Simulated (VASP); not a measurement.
VASP input:

**POSCAR**
```
Tl
1
    1.7300000000    -2.9964480000     0.0000000000
    1.7300000000     2.9964480000     0.0000000000
    0.0000000000     0.0000000000     5.5200000000
Tl
2
Direct
  0.3333330000   0.6666670000   0.2500000000
  0.6666670000   0.3333330000   0.7500000000
```

### KPOINTS
```
Automatic mesh
0
Gamma
11 11 6
0 0 0
```

**INCAR**
```
SYSTEM = Tl
PREC = Accurate
ENCUT = 520
EDIFF = 1E-6
NELM = 100
ALGO = Normal
LREAL = .FALSE.
LASPH = .TRUE.
ISMEAR = 1
SIGMA = 0.1
METAGGA = R2SCAN
LMIXTAU = .TRUE.
LMAXMIX = 4
LWAVE = .FALSE.
LCHARG = .FALSE.
IBRION = 2
ISIF = 3
NSW = 60
EDIFFG = -0.01
```

POTCAR, in this order: Tl_d (PBE.64 set). Program: vasp_std.

Task: Translate this r2SCAN calculation to Ansatz.

Result: One equivalent input (not run):
Ansatz 0.2 input:
```yaml
crystal:
  lattice:
    - [1.7300000, -2.9964480, 0.0000000]
    - [1.7300000, 2.9964480, 0.0000000]
    - [0.0000000, 0.0000000, 5.5200000]
  atoms:
    - { symbol: Tl, position: [0.3333330, 0.6666670, 0.2500000] }
    - { symbol: Tl, position: [0.6666670, 0.3333330, 0.7500000] }
kpoints:
  mp_grid: { grid: [11, 11, 6] }
hamiltonian:
  xc: r2scan
  pseudopotentials: { kind: paw }
scf:
  occupations: { method: methfessel_paxton, width: 0.1 }
  max_iter: 100
relax:
  max_steps: 60
  f_tol: 0.01
  cell: {}
output: { forces: true, stress: true, eigenvalues: true }
```
Limits of the translation: each code has its own PAW files, so the cut-off isn't converted (ENCUT is set for VASP's; basis.ecutwfc is left out, and Ansatz then takes the one that its files recommend); Ansatz stops its SCF on the density residual and VASP on the energy change (EDIFF).

The compound is Tl in the hcp structure. This run relaxes it. Symmetry was kept, so distortions that lower it aren't found.
